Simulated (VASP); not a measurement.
Computed with r2SCAN meta-GGA, VASP's PBE PAW potentials (set 64) (plane waves; VASP).

A VASP calculation is set up with these files.

### KPOINTS
```
Automatic mesh
0
G
  15 15 11
0 0 0
```

KPOINTS_OPT:
```
k-points along high-symmetry lines
6
Line-mode
Reciprocal
  0.000000   0.000000   0.000000 ! GAMMA
  0.000000   0.500000   0.000000 ! X

  0.000000   0.500000   0.000000 ! X
  0.500000   0.500000   0.000000 ! M

  0.500000   0.500000   0.000000 ! M
  0.000000   0.000000   0.000000 ! GAMMA

  0.000000   0.000000   0.000000 ! GAMMA
  0.000000   0.000000   0.500000 ! Z

  0.000000   0.000000   0.500000 ! Z
  0.000000   0.500000   0.500000 ! R

  0.000000   0.500000   0.500000 ! R
  0.500000   0.500000   0.500000 ! A

  0.500000   0.500000   0.500000 ! A
  0.000000   0.000000   0.500000 ! Z

  0.000000   0.500000   0.000000 ! X
  0.000000   0.500000   0.500000 ! R

  0.500000   0.500000   0.000000 ! M
  0.500000   0.500000   0.500000 ! A
```

INCAR:
```
ALGO = Normal
EDIFF = 1E-7
ENCUT = 400
ISIF = 2
ISMEAR = -5
ISPIN = 2
LASPH = T
LCHARG = F
LMAXMIX = 6
LMIXTAU = T
LORBIT = 11
LREAL = F
LWAVE = F
MAGMOM = 3.3 0.3
METAGGA = R2SCAN
NEDOS = 601
NELM = 100
PREC = Accurate
SYSTEM = FePt
```

File POSCAR:
```
FePt
3.7257440
  0.7333425827   0.0000000000   0.0000000000
  0.0000000000   0.7333425827   0.0000000000
  0.0000000000   0.0000000000   0.9999999957
Fe Pt
1 1
Cartesian
  0.0000000000   0.0000000000   0.0000000000
  0.3666712914   0.3666712914   0.4999999978
```

POTCAR, in this order: Fe Pt (PBE.64 set). Program: vasp_std.

What VASP printed:

### OSZICAR
```
       N       E                     dE             d eps       ncg     rms          rms(c)
DAV:   1     0.282826411446E+02    0.28283E+02   -0.76844E+03 13528   0.112E+03
DAV:   2    -0.686253316103E+02   -0.96908E+02   -0.86178E+02 13359   0.239E+02
DAV:   3    -0.714649623669E+02   -0.28396E+01   -0.27950E+01 16265   0.505E+01
DAV:   4    -0.714947108950E+02   -0.29749E-01   -0.29754E-01 14951   0.444E+00
DAV:   5    -0.714956308522E+02   -0.91996E-03   -0.92057E-03 17276   0.874E-01    0.183E+01
DAV:   6    -0.692925553124E+02    0.22031E+01   -0.25893E+01 14928   0.109E+02    0.286E+01
DAV:   7    -0.666038758098E+02    0.26887E+01   -0.10261E+01 16320   0.853E+01    0.897E+00
DAV:   8    -0.664892742758E+02    0.11460E+00   -0.61533E-01 16454   0.118E+01    0.373E+00
DAV:   9    -0.665514587216E+02   -0.62184E-01   -0.18586E-01 14633   0.610E+00    0.263E+00
DAV:  10    -0.665443785176E+02    0.70802E-02   -0.88160E-02 17709   0.735E+00    0.990E-01
DAV:  11    -0.665422144670E+02    0.21641E-02   -0.12408E-02 17706   0.242E+00    0.343E-01
DAV:  12    -0.665429641364E+02   -0.74967E-03   -0.13701E-03 15872   0.451E-01    0.117E-01
DAV:  13    -0.665430998950E+02   -0.13576E-03   -0.11303E-04 16418   0.149E-01    0.564E-02
DAV:  14    -0.665431218442E+02   -0.21949E-04   -0.54867E-05 15294   0.890E-02    0.242E-02
DAV:  15    -0.665431217750E+02    0.69226E-07   -0.13347E-05 17007   0.604E-02    0.103E-02
DAV:  16    -0.665431224008E+02   -0.62583E-06   -0.39709E-06 17849   0.332E-02    0.589E-03
DAV:  17    -0.665431239663E+02   -0.15654E-05   -0.42310E-07 15280   0.722E-03    0.346E-03
DAV:  18    -0.665431249473E+02   -0.98109E-06   -0.18795E-07 10296   0.106E-02    0.986E-04
DAV:  19    -0.665431248624E+02    0.84931E-07   -0.53524E-08  7230   0.374E-03
   1 F= -.66543125E+02 E0= -.66543125E+02  d E =0.000000E+00  mag=     3.5339
       N       E                     dE             ncg
```

OUTCAR:
```
------------------------ aborting loop because EDIFF is reached ----------------------------------------
  FORCE on cell =-STRESS in cart. coord.  units (eV):
  Direction    XX          YY          ZZ          XY          YZ          ZX
  --------------------------------------------------------------------------------------
  Total       -0.0157467     -0.0157467     -0.0810230      0.0000000      0.0000000      0.0000000
  in kB       -0.9070815     -0.9070815     -4.6673022      0.0000000      0.0000000      0.0000000
  external PRESSURE =      -2.1604884 kB  Pullay stress =       0.0000000 kB
  volume of cell :       27.81
      direct lattice vectors                 reciprocal lattice vectors
     2.732246728  0.000000000  0.000000000     0.365999157  0.000000000  0.000000000
     0.000000000  2.732246728  0.000000000     0.000000000  0.365999157  0.000000000
     0.000000000  0.000000000  3.725743984     0.000000000  0.000000000  0.268402769
 POSITION                                       TOTAL-FORCE (eV/Angst)
 -----------------------------------------------------------------------------------
      0.00000      0.00000      0.00000         0.000000      0.000000      0.000000
      1.36612      1.36612      1.86287         0.000000      0.000000      0.000000
 -----------------------------------------------------------------------------------
    total drift:                                0.000000     -0.000000     -0.000000
  FREE ENERGIE OF THE ION-ELECTRON SYSTEM (eV)
  ---------------------------------------------------
  free  energy   TOTEN  =       -66.5431248624 eV

  energy  without entropy=      -66.5431248624  energy(sigma->0) =      -66.54312486

 total charge

# of ion       s       p       d       tot
------------------------------------------
    1        0.415   0.470   6.046   6.931
    2        0.716   0.666   8.069   9.451
--------------------------------------------------
tot          1.131   1.136  14.115  16.382

 magnetization (x)

# of ion       s       p       d       tot
------------------------------------------
    1        0.017  -0.018   3.241   3.240
    2       -0.026  -0.093   0.443   0.324
--------------------------------------------------
tot         -0.009  -0.111   3.685   3.564
```
(Selected blocks of OUTCAR.)

For a metal the tetrahedron method with Blöchl corrections gives inexact stress and forces.

The compound is FePt in the L1_0 structure. It was relaxed first.
